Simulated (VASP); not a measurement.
OSZICAR of a VASP run on Nb (bcc):

OSZICAR:
```
       N       E                     dE             d eps       ncg     rms          rms(c)
DAV:   1     0.996365230518E+02    0.99637E+02   -0.66839E+03  1128   0.107E+03
DAV:   2    -0.620689658497E+01   -0.10584E+03   -0.10321E+03  1230   0.384E+02
DAV:   3    -0.105041667691E+02   -0.42973E+01   -0.40347E+01  1686   0.647E+01
DAV:   4    -0.106647385222E+02   -0.16057E+00   -0.15990E+00  1520   0.113E+01
DAV:   5    -0.106709832848E+02   -0.62448E-02   -0.62361E-02  1704   0.185E+00    0.686E+00
DAV:   6    -0.102340565395E+02    0.43693E+00   -0.86014E-01  1724   0.116E+01    0.235E+00
DAV:   7    -0.101806264487E+02    0.53430E-01   -0.25395E-01  1740   0.613E+00    0.975E-01
DAV:   8    -0.101845326295E+02   -0.39062E-02   -0.11055E-02  1252   0.158E+00    0.798E-02
DAV:   9    -0.101845393333E+02   -0.67039E-05   -0.10128E-03  1986   0.377E-01    0.291E-02
DAV:  10    -0.101845511440E+02   -0.11811E-04   -0.20532E-05  1276   0.683E-02    0.118E-02
DAV:  11    -0.101845448928E+02    0.62511E-05   -0.28027E-06  1124   0.238E-02    0.266E-03
DAV:  12    -0.101845451396E+02   -0.24680E-06   -0.20021E-07   666   0.583E-03
   1 F= -.10184545E+02 E0= -.10184645E+02  d E =0.300664E-03
```

Task: Which electronic solver shows in the log?

Result: It is blocked Davidson (ALGO = Normal, or the opening steps of other solvers). The INCAR had ALGO = Normal.

Task: Can the final energy be trusted as converged?

Result: The run converged. It stopped with EDIFF = 1E-6, NELM = 100 (PBE GGA, plane waves, VASP's PBE PAW potentials (set 64)).

The compound is Nb in the bcc structure. The cell was not relaxed at this level.
